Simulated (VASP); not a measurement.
Level of theory: PBEsol GGA, VASP's PBE PAW potentials (set 64) (plane waves; VASP 6.6.1).

The input files of a VASP run:

**INCAR**
```
# general
SYSTEM   = Li2SiS3
PREC     = Accurate
ENCUT    = 520
LREAL    = F
LASPH    = T

# electronic loop
EDIFF    = 1E-7
NELM     = 100
ALGO     = Normal

# smearing
ISMEAR   = 0
SIGMA    = 0.01

# functional
GGA      = PS

# ions
ISIF     = 2

# output
LWAVE    = F
LCHARG   = F

# other
LCALCPOL = T
DIPOL    = 0.123 0.137 0.151
```

POSCAR:
```
Li2SiS3
1
    5.7903105194    -3.3704578840     0.0000000000
    5.7903105194     3.3704578840     0.0000000000
    0.0000000000     0.0000000000     5.9161786340
Li Si S
4 2 6
Direct
  0.1801507920   0.4893907492   0.0069941681
  0.8198492080   0.5106092508   0.5069941681
  0.5106092508   0.8198492080   0.0069941681
  0.4893907492   0.1801507920   0.5069941681
  0.8352992541   0.1647007459   0.9981126071
  0.1647007459   0.8352992541   0.4981126071
  0.1553357123   0.5397343359   0.4099755550
  0.8446642877   0.4602656641   0.9099755550
  0.4602656641   0.8446642877   0.4099755550
  0.5397343359   0.1553357123   0.9099755550
  0.8593345558   0.1406654442   0.3727479466
  0.1406654442   0.8593345558   0.8727479466
```

KPOINTS:
```
Automatic
0
Gamma
 5 5 4
0 0 0
```

POTCAR, in this order: Li_sv Si S (PBE.64 set). Program: vasp_std.

The run wrote:

### OUTCAR
```
 ion  position               nearest neighbor table
   1  0.180  0.489  0.007-   7 2.40  10 2.41   8 2.42  12 2.49
   2  0.820  0.511  0.507-   8 2.40   9 2.41   7 2.42  11 2.49
   3  0.511  0.820  0.007-   9 2.40   8 2.41  10 2.42  12 2.49
   4  0.489  0.180  0.507-  10 2.40   7 2.41   9 2.42  11 2.49
   5  0.835  0.165  0.998-   8 2.08  10 2.08  12 2.19  11 2.22
   6  0.165  0.835  0.498-   7 2.08   9 2.08  11 2.19  12 2.22
   7  0.155  0.540  0.410-   6 2.08   1 2.40   4 2.41   2 2.42
   8  0.845  0.460  0.910-   5 2.08   2 2.40   3 2.41   1 2.42
   9  0.460  0.845  0.410-   6 2.08   3 2.40   2 2.41   4 2.42
  10  0.540  0.155  0.910-   5 2.08   4 2.40   1 2.41   3 2.42
  11  0.859  0.141  0.373-   6 2.19   5 2.22   2 2.49   4 2.49
  12  0.141  0.859  0.873-   5 2.19   6 2.22   1 2.49   3 2.49
  LATTYP: Found a base centered orthorhombic cell.
 ALAT       =     6.7409157680
 B/A-ratio  =     1.7179596122
 C/A-ratio  =     0.8776520635
 Subroutine PRICEL returns:
 Original cell was already a primitive cell.
 Subroutine GETGRP returns: Found  4 space group operations
The static configuration has the point symmetry C_1h.
 The point group associated with its full space group is C_2v.
The dynamic configuration has the point symmetry C_1h.
 Subroutine INISYM returns: Found  4 space group operations
 Subroutine IBZKPT returns following result:
 Found     27 irreducible k-points:

 Following reciprocal coordinates:
            Coordinates               Weight
  0.000000  0.000000  0.000000      1.000000
  0.200000  0.000000  0.000000      4.000000
  0.400000  0.000000  0.000000      4.000000
  0.200000  0.200000  0.000000      2.000000
  0.400000  0.200000  0.000000      4.000000
 -0.400000  0.200000  0.000000      4.000000
 -0.200000  0.200000  0.000000      2.000000
  0.400000  0.400000  0.000000      2.000000
 -0.400000  0.400000  0.000000      2.000000
  0.000000  0.000000  0.250000      2.000000
  0.200000  0.000000  0.250000      8.000000
...
```

### OSZICAR
```
       N       E                     dE             d eps       ncg     rms          rms(c)
DAV:   1     0.366640675603E+03    0.36664E+03   -0.23543E+04  1890   0.149E+03
DAV:   2    -0.150105784441E+02   -0.38165E+03   -0.36886E+03  2433   0.317E+02
DAV:   3    -0.557532367869E+02   -0.40743E+02   -0.40609E+02  2686   0.930E+01
DAV:   4    -0.599270156172E+02   -0.41738E+01   -0.41637E+01  3508   0.279E+01
DAV:   5    -0.604756366227E+02   -0.54862E+00   -0.54857E+00  2852   0.648E+00    0.151E+01
DAV:   6    -0.586718471054E+02    0.18038E+01   -0.35230E+00  2294   0.784E+00    0.113E+01
DAV:   7    -0.585186057031E+02    0.15324E+00   -0.17850E+00  2492   0.505E+00    0.414E+00
DAV:   8    -0.585025234501E+02    0.16082E-01   -0.29274E-01  2256   0.234E+00    0.135E+00
DAV:   9    -0.585036219494E+02   -0.10985E-02   -0.39395E-02  2388   0.936E-01    0.402E-01
DAV:  10    -0.585044955732E+02   -0.87362E-03   -0.32551E-03  3081   0.259E-01    0.261E-01
DAV:  11    -0.585051874496E+02   -0.69188E-03   -0.99913E-04  2172   0.154E-01    0.617E-02
DAV:  12    -0.585051861274E+02    0.13221E-05   -0.15930E-04  2593   0.535E-02    0.449E-02
DAV:  13    -0.585052079655E+02   -0.21838E-04   -0.78047E-05  2660   0.379E-02    0.160E-02
DAV:  14    -0.585052113182E+02   -0.33526E-05   -0.85389E-06  2476   0.139E-02    0.148E-02
DAV:  15    -0.585052124523E+02   -0.11342E-05   -0.19373E-06  2497   0.656E-03    0.916E-03
DAV:  16    -0.585052126543E+02   -0.20193E-06   -0.15247E-06  2220   0.517E-03    0.194E-03
DAV:  17    -0.585052126890E+02   -0.34732E-07   -0.63143E-08  1678   0.127E-03
   1 F= -.58505213E+02 E0= -.58505213E+02  d E =-.723247E-28
```

OUTCAR:
```
------------------------ aborting loop because EDIFF is reached ----------------------------------------
  FORCE on cell =-STRESS in cart. coord.  units (eV):
  Direction    XX          YY          ZZ          XY          YZ          ZX
  --------------------------------------------------------------------------------------
  Total       -0.0316338      0.0207865     -0.0410673      0.0000000      0.0000000      0.0000000
  in kB       -0.2194822      0.1442214     -0.2849345      0.0000000      0.0000000      0.0000000
  external PRESSURE =      -0.1200651 kB  Pullay stress =       0.0000000 kB
  volume of cell :      230.92
      direct lattice vectors                 reciprocal lattice vectors
     5.790310519 -3.370457884  0.000000000     0.086351155 -0.148347796  0.000000000
     5.790310519  3.370457884  0.000000000     0.086351155  0.148347796  0.000000000
     0.000000000  0.000000000  5.916178634     0.000000000  0.000000000  0.169028027
 POSITION                                       TOTAL-FORCE (eV/Angst)
 -----------------------------------------------------------------------------------
      3.87685      1.04228      0.04138         0.002223     -0.006773     -0.002487
      7.70377     -1.04228      2.99947        -0.002223      0.006773     -0.002487
      7.70377      1.04228      0.04138        -0.002223     -0.006773     -0.002487
      3.87685     -1.04228      2.99947         0.002223      0.006773     -0.002487
      5.79031     -2.26022      5.90501         0.000000      0.005470     -0.008636
      5.79031      2.26022      2.94692         0.000000     -0.005470     -0.008636
      4.02467      1.29560      2.42549         0.004564      0.006943      0.004473
      7.55595     -1.29560      5.38358        -0.004564     -0.006943      0.004473
      7.55595      1.29560      2.42549        -0.004564      0.006943      0.004473
      4.02467     -1.29560      5.38358         0.004564     -0.006943      0.004473
      5.79031     -2.42224      2.20524         0.000000      0.010888      0.004664
      5.79031      2.42224      5.16333         0.000000     -0.010888      0.004664
 -----------------------------------------------------------------------------------
    total drift:                               -0.000001     -0.000000     -0.000791
  FREE ENERGIE OF THE ION-ELECTRON SYSTEM (eV)
  ---------------------------------------------------
  free  energy   TOTEN  =       -58.5052126890 eV

  energy  without entropy=      -58.5052126890  energy(sigma->0) =      -58.50521269

            Ionic dipole moment: p[ion]=(    19.91867    -2.64244    11.38994 ) |e| Angst

 Total electronic dipole moment: p[elc]=(     0.00000    -0.00000     5.11019 ) |e| Angst
```
(Selected blocks of OUTCAR.)

The structure comes from a computed database's Li2SiS3 entry (Cmc2_1); how it stands against other phases isn't given here. It was relaxed first.
